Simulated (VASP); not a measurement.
Consider the following.

```yaml
crystal:
  lattice:
    - [3.60751, 0.00000, 0.00000]
    - [0.00000, 3.60751, 0.00000]
    - [0.00000, 0.00000, 3.60751]
  atoms:
    - { symbol: Tl, position: [0.00000, 0.00000, 0.00000] }
    - { symbol: As, position: [0.50000, 0.50000, 0.50000] }
```

The numbers are results of PBEsol GGA, VASP's PBE PAW potentials (set 64) (plane waves; VASP 6.6.1), not measurements. Settings: 400 eV cut-off, Gaussian smearing of 0.050 eV, potentials Tl_d As.

Question: Give the energies of bands 7 to 12 at the high-symmetry points, in eV from the Fermi level.

Answer: 
```
band      Γ      X      M      R
----  -----  -----  -----  -----
7     -3.61  -7.66  -4.96  -3.08
8     -0.65   1.13  -4.35  -1.61
9     -0.65   1.13  -4.35  -1.61
10    -0.65   2.15   1.31  -1.61
11     5.66   2.25   6.42   0.20
12     5.66   5.13   6.42   0.20
```

It has no gap at this level: it comes out as a metal or semimetal.

The structure was generated: TlAs was put into the CsCl type type (Pm-3m), which need not be its known phase. It was relaxed first, which changed the volume by +16 %.
